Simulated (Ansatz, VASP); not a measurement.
## BaWO4 in two plane-wave programs

Aim: how closely do two programs agree when they are given the same cell, functional and k mesh? Of the first pair: The structure shown is the end of the VASP relaxation below. Valence electrons are named where the data sets of a main pair hold unlike numbers.

Calculated with Ansatz 0.2.0; plane waves, with VASP 6.6.1 beside it; single point at PBEsol and band structure at PBEsol.

## Step 1: Set-up

Symmetry: I4_1/a, No. 88, tetragonal system. The conventional cell has a = 5.667 Å, b = 5.667 Å, c = 12.739 Å, α = 90.00°, β = 90.00°, γ = 90.00°. Nearest to Ba lie 8 O at 2.75 to 2.80 Å. Nearest to W lie 4 O at 1.80 Å. Nearest to O lie 1 W at 1.80 Å and 2 Ba at 2.75 to 2.80 Å. Farther neighbours and most contacts between anions are not listed.

## Step 2: VASP: relaxation, PBEsol

This run makes the geometry at which the two programs are then compared.

Lines of VASP's logs that name or quote its potential files are left out, and so is its time.

Input file INCAR:

```
SYSTEM = BaWO4
PREC = Accurate
ENCUT = 520
EDIFF = 1E-06
NELM = 100
ISMEAR = 0
SIGMA = 0.02
LREAL = .FALSE.
ALGO = Normal
GGA = PS
NBANDS = 52
LORBIT = 11
LWAVE = .FALSE.
LCHARG = .FALSE.
KPAR = 8
IBRION = 2
NSW = 40
ISIF = 2
EDIFFG = -0.005
```

Input file POSCAR:

```
BaWO4
1.0
   -2.8333660000      2.8333660000      6.3692670000
    2.8333660000     -2.8333660000      6.3692670000
    2.8333660000      2.8333660000     -6.3692670000
Ba W O
2 2 8
Direct
    0.2500000000      0.7500000000      0.5000000000
    0.5000000000      0.5000000000      0.0000000000
    0.7500000000      0.2500000000      0.5000000000
    0.0000000000      0.0000000000      0.0000000000
    0.1521450000      0.0468920000      0.3562400000
    0.6906520000      0.7959050000      0.6437600000
    0.0593480000      0.4540950000      0.8562400000
    0.5459050000      0.4021450000      0.6052530000
    0.2040950000      0.8478550000      0.8947470000
    0.9531080000      0.3093480000      0.1052530000
    0.7968920000      0.9406520000      0.3947470000
    0.5978550000      0.2031080000      0.1437600000
```

Input file KPOINTS:

```
Automatic mesh
0
Gamma
8 8 8
0 0 0
```

Potentials, in the order of the species: Ba_sv, W and O (PBE family, release 64).

Started as:

```console
$ mpirun -np 8 vasp_std
```

Numbers of over 12 decimals in the logs are rounded to 6 here.

What it wrote:

```text
[banner, memory and clock lines left out]
running    8 mpi-ranks, on    1 nodes
 distrk:  each k-point on    1 cores,    8 groups
 distr:  one band on    1 cores,    1 groups

 POSCAR found type information on POSCAR BaW O
 POSCAR found :  3 types and      12 ions
|                                                                             |
|           W    W    AA    RRRRR   N    N  II  N    N   GGGG   !!!           |
|           W    W   A  A   R    R  NN   N  II  NN   N  G    G  !!!           |
|           W    W  A    A  R    R  N N  N  II  N N  N  G       !!!           |
|           W WW W  AAAAAA  RRRRR   N  N N  II  N  N N  G  GGG   !            |
|           WW  WW  A    A  R   R   N   NN  II  N   NN  G    G                |
|           W    W  A    A  R    R  N    N  II  N    N   GGGG   !!!           |
|                                                                             |
|     For optimal performance we recommend to set                             |
|       NCORE = 2 up to number-of-cores-per-socket                            |
|     NCORE specifies how many cores store one orbital (NPAR=cpu/NCORE).      |
|     This setting can greatly improve the performance of VASP for DFT.       |
|     The default, NCORE=1 might be grossly inefficient on modern             |
|     multi-core architectures or massively parallel machines. Do your        |
|     Unfortunately you need to use the default for GW and RPA                |
|     calculations (for HF NCORE is supported but not extensively tested      |
|     yet).                                                                   |
|                                                                             |

|                                                                             |
|               ----> ADVICE to this user running VASP <----                  |
|                                                                             |
|     You enforced a specific xc type in the INCAR file but a different       |
|     [... a line on the potential file left out ...]
|     I HOPE YOU KNOW WHAT YOU ARE DOING!                                     |
|                                                                             |

 LDA part: xc-table for (Slater+PW92), standard interpolation
 POSCAR, INCAR and KPOINTS ok, starting setup
 FFT: planning ... GRIDC
 FFT: planning ... GRID_SOFT
 FFT: planning ... GRID
 WAVECAR not read
 entering main loop
       N       E                     dE             d eps       ncg     rms          rms(c)
DAV:   1     0.534038196347E+03    0.53404E+03   -0.40271E+04  8280   0.142E+03
DAV:   2    -0.817651720757E+02   -0.61580E+03   -0.59377E+03 11256   0.334E+02
DAV:   3    -0.124517988041E+03   -0.42753E+02   -0.42456E+02  9924   0.943E+01
DAV:   4    -0.125734290849E+03   -0.12163E+01   -0.12143E+01 12576   0.151E+01
DAV:   5    -0.125748879272E+03   -0.14588E-01   -0.14581E-01 10392   0.158E+00    0.805E+01
DAV:   6    -0.106333616516E+03    0.19415E+02   -0.12531E+02 11008   0.424E+01    0.208E+01
DAV:   7    -0.105588906896E+03    0.74471E+00   -0.23888E+01 10724   0.209E+01    0.265E+01
DAV:   8    -0.105105883959E+03    0.48302E+00   -0.28937E+00 11128   0.844E+00    0.100E+01
DAV:   9    -0.104974298366E+03    0.13159E+00   -0.41892E-01 10692   0.315E+00    0.625E-01
DAV:  10    -0.104975300494E+03   -0.10021E-02   -0.24609E-02 10784   0.598E-01    0.656E-01
DAV:  11    -0.104973761191E+03    0.15393E-02   -0.96351E-03  9852   0.453E-01    0.291E-01
DAV:  12    -0.104974154550E+03   -0.39336E-03   -0.11596E-03 10192   0.156E-01    0.330E-02
DAV:  13    -0.104974179220E+03   -0.24670E-04   -0.95728E-05 10152   0.504E-02    0.851E-02
DAV:  14    -0.104974184401E+03   -0.51808E-05   -0.19736E-05 11008   0.203E-02    0.431E-02
DAV:  15    -0.104974184566E+03   -0.16504E-06   -0.49198E-06  8436   0.103E-02
   1 F= -.10497418E+03 E0= -.10497418E+03  d E =-.104974E+03
 curvature:   0.00 expect dE= 0.000E+00 dE for cont linesearch  0.000E+00
 trial: gam= 0.00000 g(F)=  0.162E-01 g(S)=  0.000E+00 ort = 0.000E+00 (trialstep = 0.100E+01)
 search vector abs. value=  0.162E-01
 bond charge predicted
       N       E                     dE             d eps       ncg     rms          rms(c)
DAV:   1    -0.104967393716E+03    0.67907E-02   -0.43068E+00  8160   0.992E+00    0.652E-01
DAV:   2    -0.104971839316E+03   -0.44456E-02   -0.93869E-02  9976   0.162E+00    0.180E+00
DAV:   3    -0.104972087763E+03   -0.24845E-03   -0.13032E-03 10448   0.142E-01    0.187E+00
DAV:   4    -0.104972642686E+03   -0.55492E-03   -0.92937E-04 11176   0.161E-01    0.120E+00
DAV:   5    -0.104971537800E+03    0.11049E-02   -0.21935E-03 10256   0.198E-01    0.157E-01
DAV:   6    -0.104971260370E+03    0.27743E-03   -0.31566E-04 10272   0.810E-02    0.122E-01
DAV:   7    -0.104971685151E+03   -0.42478E-03   -0.26668E-04  9880   0.774E-02    0.192E-01
DAV:   8    -0.104971006367E+03    0.67878E-03   -0.84870E-04  9852   0.141E-01    0.735E-02
DAV:   9    -0.104970918429E+03    0.87938E-04   -0.49874E-04 10888   0.903E-02    0.344E-02
DAV:  10    -0.104970920047E+03   -0.16186E-05   -0.35373E-05 10196   0.269E-02    0.369E-02
DAV:  11    -0.104970918791E+03    0.12562E-05   -0.21214E-06  7672   0.611E-03    0.299E-02
DAV:  12    -0.104970917936E+03    0.85538E-06   -0.29848E-06  6964   0.730E-03
   2 F= -.10497092E+03 E0= -.10497092E+03  d E =0.326663E-02
 trial-energy change:    0.003267  1 .order    0.003054   -0.016190    0.022298
 step:   0.4126(harm=  0.4207)  dis= 0.00305  next Energy=  -104.977510 (dE=-0.333E-02)
 bond charge predicted
       N       E                     dE             d eps       ncg     rms          rms(c)
DAV:   1    -0.104976213329E+03   -0.52945E-02   -0.14859E+00  8112   0.583E+00    0.378E-01
DAV:   2    -0.104977858769E+03   -0.16454E-02   -0.32339E-02  9984   0.954E-01    0.107E+00
DAV:   3    -0.104977963033E+03   -0.10426E-03   -0.53027E-04 10480   0.872E-02    0.111E+00
DAV:   4    -0.104978392517E+03   -0.42948E-03   -0.56545E-04 11096   0.110E-01    0.910E-01
DAV:   5    -0.104978004800E+03    0.38772E-03   -0.45384E-04 10104   0.914E-02    0.165E-01
DAV:   6    -0.104977716036E+03    0.28876E-03   -0.37351E-04  9984   0.805E-02    0.105E-01
DAV:   7    -0.104977819675E+03   -0.10364E-03   -0.53544E-05  9648   0.352E-02    0.130E-01
DAV:   8    -0.104977695840E+03    0.12383E-03   -0.48306E-05  9856   0.309E-02    0.966E-02
DAV:   9    -0.104977558889E+03    0.13695E-03   -0.17365E-04  9952   0.550E-02    0.631E-02
DAV:  10    -0.104977519539E+03    0.39350E-04   -0.64605E-05 11776   0.325E-02    0.365E-02
DAV:  11    -0.104977511441E+03    0.80983E-05   -0.46918E-06  9224   0.950E-03    0.245E-02
DAV:  12    -0.104977499285E+03    0.12156E-04   -0.24314E-05  9928   0.207E-02    0.100E-02
DAV:  13    -0.104977498938E+03    0.34717E-06   -0.43209E-06  8928   0.829E-03
   3 F= -.10497750E+03 E0= -.10497750E+03  d E =-.331437E-02
 curvature:  -0.21 expect dE=-0.145E-05 dE for cont linesearch -0.322E-07
 trial: gam=-0.00265 g(F)=  0.689E-05 g(S)=  0.000E+00 ort = 0.498E-04 (trialstep = 0.883E+00)
 search vector abs. value=  0.674E-05
 reached required accuracy - stopping structural energy minimisation
```

OUTCAR, selected parts (step 2):

```text
ion  position               nearest neighbor table
   1  0.250  0.750  0.500-   5 2.76   6 2.76   9 2.76  10 2.76  12 2.80   8 2.80  11 2.80   7 2.80
                             3 4.01   3 4.01   3 4.01   3 4.01   2 4.26   2 4.26   2 4.26   2 4.26
   2  0.500  0.500  0.000-   7 2.76   8 2.76  11 2.76  12 2.76  10 2.80   6 2.80   9 2.80   5 2.80
                             4 4.01   4 4.01   4 4.01   4 4.01   1 4.26   1 4.26   1 4.26   1 4.26
   3  0.750  0.250  0.500-   7 1.79  11 1.79  12 1.79   8 1.79   1 4.01   1 4.01   1 4.01   1 4.01

  LATTYP: Found a body centered tetragonal cell.
 ALAT       =     5.6667320000
 C/A-ratio  =     2.2479506707

 Subroutine GETGRP returns: Found  8 space group operations
 (whereof  4 operations were pure point group operations)

The static configuration has the point symmetry S_4 .
 The point group associated with its full space group is C_4h.

 Found     78 irreducible k-points:

   k-points           NKPTS =     78   k-points in BZ     NKDIM =     78   number of bands    NBANDS=     52

   dimension x,y,z NGX =    56 NGY =   56 NGZ =   56
   dimension x,y,z NGXF=   112 NGYF=  112 NGZF=  112

   ENCUT  =  520.0 eV  38.22 Ry    6.18 a.u.  13.99 13.99 13.99*2*pi/ulx,y,z

   NELECT =      80.0000    total number of electrons

 k-points in reciprocal lattice and weights: Automatic mesh
   0.00000000  0.00000000  0.00000000       0.002
   0.12500000  0.00000000  0.00000000       0.016
   0.25000000  0.00000000  0.00000000       0.016
   0.37500000  0.00000000  0.00000000       0.016
   0.50000000  0.00000000  0.00000000       0.008
   0.12500000  0.12500000  0.00000000       0.016
   0.25000000  0.12500000  0.00000000       0.016
  -0.25000000 -0.12500000  0.37500000       0.016
   0.37500000  0.12500000  0.00000000       0.016
[...]
-0.37500000 -0.37500000  0.37500000       0.004
   0.50000000  0.50000000  0.50000000       0.002

 average (electrostatic) potential at core
       1 -36.3350       2 -36.3350       3 -44.6465       4 -44.6465       5 -73.2086
       6 -73.2086       7 -73.2086       8 -73.2086       9 -73.2086      10 -73.2086
      11 -73.2086      12 -73.2086

 E-fermi :   0.0925

 k-point     1 :       0.0000    0.0000    0.0000
  band No.  band energies     occupation
    ...
     36      -0.5337      2.00000
     37      -0.5337      2.00000
     38      -0.2927      2.00000
     39      -0.0543      2.00000
     40      -0.0543      2.00000
     41       4.5287      0.00000
     42       4.7582      0.00000
     43       4.9647      0.00000
     44       5.1071      0.00000
     45       5.2941      0.00000
    ...

 k-point     2 :       0.1250    0.0000    0.0000
  band No.  band energies     occupation
    ...
     36      -0.5702      2.00000
     37      -0.5299      2.00000
     38      -0.2974      2.00000
     39      -0.0955      2.00000
     40      -0.0737      2.00000
     41       4.5685      0.00000
     42       4.7615      0.00000
     43       4.9721      0.00000
     44       5.1129      0.00000
     45       5.4421      0.00000
    ...

 k-point     3 :       0.2500    0.0000    0.0000
  band No.  band energies     occupation
    ...
     36      -0.6015      2.00000
     37      -0.5377      2.00000
     38      -0.3417      2.00000
     39      -0.1886      2.00000
     40      -0.1093      2.00000
     41       4.6644      0.00000
     42       4.8131      0.00000
     43       4.9395      0.00000
     44       5.1062      0.00000
     45       5.8505      0.00000
    ...

  Total       -1.5951750     -1.5951750     -1.4759139     -0.0000000     -0.0000000      0.0000000
  in kB      -12.4958012    -12.4958012    -11.5615694     -0.0000001     -0.0000000      0.0000000
  external PRESSURE =     -12.1843906 kB  Pullay stress =       0.0000000 kB

  energy-cutoff  :      520.00
  volume of cell :      204.53
      direct lattice vectors                 reciprocal lattice vectors
    -2.833366000  2.833366000  6.369267000     0.000000000  0.176468554  0.078501969
     2.833366000 -2.833366000  6.369267000     0.176468554  0.000000000  0.078501969
     2.833366000  2.833366000 -6.369267000     0.176468554  0.176468554  0.000000000

 POSITION                                       TOTAL-FORCE (eV/Angst)
 -----------------------------------------------------------------------------------
      2.83337      0.00000      3.18463        -0.000000      0.000000     -0.000000
      0.00000      0.00000      6.36927        -0.000000      0.000000     -0.000000
      0.00000      2.83337      3.18463        -0.000000      0.000000     -0.000000
      0.00000      0.00000     -0.00000        -0.000000      0.000000     -0.000000
      0.71259      1.31063     -1.00355        -0.003603      0.002128     -0.000579
      2.12077      1.52274      5.36572         0.003603     -0.002128     -0.000579
      3.54596      1.31063     -2.18108        -0.003603      0.002128      0.000579
      1.31063      2.12077      2.18108         0.002128      0.003603     -0.000579
      4.35610      0.71259      1.00355        -0.002128     -0.003603      0.000579
     -1.52274      2.12077      7.37282         0.002128      0.003603      0.000579
      1.52274      0.71259      8.55035        -0.002128     -0.003603     -0.000579
     -0.71259      1.52274      4.18818         0.003603     -0.002128      0.000579
 -----------------------------------------------------------------------------------
    total drift:                                0.000000      0.000000     -0.000000

  FREE ENERGIE OF THE ION-ELECTRON SYSTEM (eV)
  ---------------------------------------------------
  free  energy   TOTEN  =      -104.9774989376 eV

  energy  without entropy=     -104.9774989376  energy(sigma->0) =     -104.97749894

 reached required accuracy - stopping structural energy minimisation

 total charge
# of ion       s       p       d       tot
------------------------------------------
    1        1.993   5.627   0.229   7.849
    2        1.993   5.627   0.229   7.849
    3        0.786   0.999   4.567   6.352
    4        0.786   0.999   4.567   6.352
    5        1.571   3.429   0.000   4.999
    6        1.571   3.429   0.000   4.999
    7        1.571   3.429   0.000   4.999
    8        1.571   3.429   0.000   4.999
    9        1.571   3.429   0.000   4.999
   10        1.571   3.429   0.000   4.999
   11        1.571   3.429   0.000   4.999
   12        1.571   3.429   0.000   4.999
--------------------------------------------------
tot         18.124  40.681   9.592  68.397

[... 3 further parts left out ...]
```

CONTCAR:

```
BaWO4
   1.00000000000000
    -2.8333659999999998    2.8333659999999998    6.3692669999999998
     2.8333659999999998   -2.8333659999999998    6.3692669999999998
     2.8333659999999998    2.8333659999999998   -6.3692669999999998
  Ba              W               O
     2     2     8
Direct
     0.2500000000000000    0.7500000000000000    0.5000000000000000
     0.5000000000000000    0.5000000000000000    0.0000000000000000
     0.7500000000000000    0.2500000000000000    0.5000000000000000
     0.0000000000000000    0.0000000000000000    0.0000000000000000
     0.1525038919563799    0.0469695470253049    0.3570347743171728
     0.6899347727081321    0.7954691176392071    0.6429652256828273
     0.0600652272918679    0.4545308823607929    0.8570347743171728
     0.5454691176392071    0.4025038919563798    0.6055343449310749
     0.2045308823607929    0.8474961080436202    0.8944656550689251
     0.9530304529746951    0.3100652272918679    0.1055343449310750
     0.7969695470253049    0.9399347727081321    0.3944656550689250
     0.5974961080436202    0.2030304529746951    0.1429652256828272
```

This run has no spin polarisation, so a moment on W, if there is one, isn't seen. The gap is read on the k-mesh alone, so it is an upper bound where the band edges lie off the mesh. LASPH is off, so gradient terms of the non-spherical density inside the spheres are left out; for open d or f shells this can shift gaps and moments. Harder data sets than Ba_sv exist (the GW ones), and pressures, volumes and forces can shift noticeably with them. The PAW data sets were made with PBE, which is usual practice but a small mismatch for other functionals. The data set W keeps the semicore shell frozen, which is cheaper and a little less accurate. The run keeps the 8 symmetry operations of its start, so it cannot find a distortion of lower symmetry.

(Part 1 of 3 ends here.)

[Lines on the potential files, build, host, timing and source positions are cut from VASP's logs without a mark.]

[Logs are printed without paths, hosts, clocks, repeated set-up lines and the standing remarks that a program may print on its own settings, such as how far it seeks lower states.]

[Hosts, paths, dates, database ids (printed as entryN), source tags and the programs' standing remarks are cut or masked in the printed files.]
